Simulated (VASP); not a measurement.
# A VASP study of BP (LDA): structure first, properties next, part 5 of 5

Wanted: the relaxed cell of BP and its properties. The start is a cell from a database of measured crystal structures.

VASP 6.6.1; LDA; plane waves and PAW (B, P).

So far. Step 13 (Volume scan with LDA, volume scale 1.04): The run ends at a pressure of -6.40 GPa.

## 14. Volume scan with LDA, volume scale 1.06

A prediction first. A parabola through the 6 pressures of evenly scaled cells so far, P = -0.02 -175.7 t +340 t² GPa with t = ln(V/V₁) and V₁ the volume at scale 1, gives -9.11 GPa at t = +0.0583.

File INCAR:

```
SYSTEM = BP
PREC = Accurate
ENCUT = 420
EDIFF = 1E-06
NELM = 100
ISMEAR = 0
SIGMA = 0.05
LREAL = .FALSE.
ALGO = Normal
GGA = CA
NBANDS = 10
LORBIT = 11
LWAVE = .FALSE.
LCHARG = .FALSE.
KPAR = 2
ISIF = 2
```

File POSCAR:

```
BP
1.0
    0.0000000000      2.2890168562      2.2890168562
    2.2890168562      0.0000000000      2.2890168562
    2.2890168562      2.2890168562      0.0000000000
B P
1 1
Direct
    0.0000000000      0.0000000000      0.0000000000
    0.2500000000      0.2500000000      0.2500000000
```

File KPOINTS:

```
Automatic mesh
0
Gamma
10 10 10
0 0 0
```

PAW data sets: B and P (LDA family, release 64).

Launch:

```bash
$ mpirun -np 2 vasp_std
```

Log:

```text
[... set-up lines as in an earlier step ...]
 entering main loop
       N       E                     dE             d eps       ncg     rms          rms(c)
DAV:   1     0.398604764929E+01    0.39860E+01   -0.36575E+03   964   0.613E+02
DAV:   2    -0.146777060938E+02   -0.18664E+02   -0.17744E+02  1352   0.989E+01
DAV:   3    -0.151217962723E+02   -0.44409E+00   -0.44315E+00  1156   0.139E+01
DAV:   4    -0.151236693617E+02   -0.18731E-02   -0.18729E-02  1186   0.107E+00
[...]
DAV:  10    -0.143584557236E+02    0.20222E-05   -0.14536E-04  1086   0.711E-02    0.331E-02
DAV:  11    -0.143584577970E+02   -0.20734E-05   -0.44167E-06  1180   0.124E-02    0.340E-02
DAV:  12    -0.143584574048E+02    0.39214E-06   -0.19494E-06   612   0.620E-03
   1 F= -.14358457E+02 E0= -.14358457E+02  d E =-.644806E-16
```

Elapsed: 7 s, on 2 MPI ranks of Intel Xeon Platinum 8488C (Sapphire Rapids), shared host; peak memory 0.23 GiB; 5.8 s of CPU time.

From OUTCAR (step 14):

```text
  Total       -1.3715309     -1.3715309     -1.3715309      0.0000000      0.0000000     -0.0000000
  in kB      -91.6092241    -91.6092241    -91.6092241      0.0000000      0.0000000     -0.0000000
  external PRESSURE =     -91.6092241 kB  Pullay stress =       0.0000000 kB

 POSITION                                       TOTAL-FORCE (eV/Angst)
 -----------------------------------------------------------------------------------
      0.00000      0.00000      0.00000         0.000000      0.000000      0.000000
      1.14451      1.14451      1.14451        -0.000000     -0.000000     -0.000000
 -----------------------------------------------------------------------------------
    total drift:                                0.000000      0.000000      0.000000

  FREE ENERGIE OF THE ION-ELECTRON SYSTEM (eV)
  ---------------------------------------------------
  free  energy   TOTEN  =       -14.3584574048 eV

  energy  without entropy=      -14.3584574048  energy(sigma->0) =      -14.35845740

[... 1 part as in an earlier step ...]

[... 2 further parts left out ...]
[key lines of the parts left out:]
E-fermi :   7.3589
```

The pressure falls from -6.40 to -9.16 GPa. The parabola predicted -9.11 GPa, +0.05 GPa off.

## 15. Comparing the runs

Times are for 2 MPI ranks of Intel Xeon Platinum 8488C (Sapphire Rapids), shared host. The series side by side:

```
no.  volume scale  energy above the lowest point (meV/atom)  pressure (GPa)  gap on the k-mesh (eV)   time  memory (GiB)
  1          0.94                                     24.65           12.16                   1.077    6 s          0.22
  2          0.96                                     10.62           7.708                   1.102    5 s          0.22
  3          0.98                                      2.58           3.662                   1.126    6 s          0.22
  4             1                                         0        -0.01548                   1.150    6 s          0.22
  5          1.02                                      2.37          -3.358                   1.173  6.6 s          0.22
  6          1.04                                      9.25          -6.398                   1.196    6 s          0.22
  7          1.06                                     20.23          -9.161                   1.218    7 s          0.23
```

## 16. Fit for LDA

This step: Birch-Murnaghan fit, LDA; plane waves and PAW (VASP 6.6.1).

This step runs nothing: it gathers the runs above.

Numbers from this step:

```
pressure derivative of the bulk modulus : 3.760
r.m.s. error of the fit                 : 1.13e-6 eV/atom
minimum inside the sampled range        : yes
bulk modulus                            : 175.2 GPa
equilibrium volume of the fit           : 11.32 Å³/atom
```

The energy above the fitted minimum by volume:

```
volume (Å³/atom)  energy above the fitted minimum (eV/atom)
          10.636                                     0.0247
          10.862                                     0.0106
          11.088                                    0.00258
          11.315                                     2.6e-7
          11.541                                    0.00237
          11.767                                    0.00925
          11.993                                     0.0202
```

The fitted volume lies +0.01 % from the relaxed one.

## 17. Outcome

```
relaxed volume                                               : 11.31 Å³/atom
relaxed conventional cell a, b, c                            : 4.490, 4.490, 4.490 Å
space group after relaxing, within 0.02 Å                    : F-43m (No. 216)
band gap                                                     : 1.15 eV, indirect (least direct gap of that run 3.43 eV)
gap among the points of the DOS mesh alone, an upper bound   : 1.15 eV
static dielectric constant from modes and Born charges, mean : 9.44
LO mode by the Lyddane-Sachs-Teller relation                 : 826 cm⁻¹
electronic dielectric constant, mean                         : 9.28
highest zone-centre mode                                     : 819 cm⁻¹
bulk modulus from the fit                                    : 175 GPa
volume from the fit                                          : 11.3 Å³/atom
```

In words: With LDA, BP relaxes to 11.31 Å³/atom in space group F-43m (held by the symmetry of the run), has an indirect gap of 1.15 eV and has a bulk modulus of 175 GPa. Against the listed cell the volume lies -3.1 %. Vibrations at Γ (LDA): The ionic part of the static dielectric tensor is isotropic, 0.1575. Vibrations at Γ (LDA): Mean Born effective charge: B1 -0.6245, P2 0.6245 e. Vibrations at Γ (LDA): The infrared spectrum is led by the line at 819 cm⁻¹. Vibrations at Γ (LDA): The highest mode in this list at Γ, 819.5 cm⁻¹, is mostly motion of B (74 % of the kinetic energy). Semilocal functionals usually underestimate gaps. Modes at Γ alone can't show that the crystal is stable at other wave vectors, and the LO-TO splitting is not included. No search among competing phases was made, and a listed structure need not be the one stable at ambient conditions. All values are for a static lattice at zero temperature.

[Lines on the potential files, build, host, timing and source positions are cut from VASP's logs without a mark.]

[Logs are printed without paths, hosts, clocks, repeated set-up lines and the standing remarks that a program may print on its own settings, such as how far it seeks lower states.]

[Hosts, paths, dates, database ids (printed as entryN), source tags and the programs' standing remarks are cut or masked in the printed files.]

[A measured line is paired with the nearest computed mode of its activity, which favours agreement.]
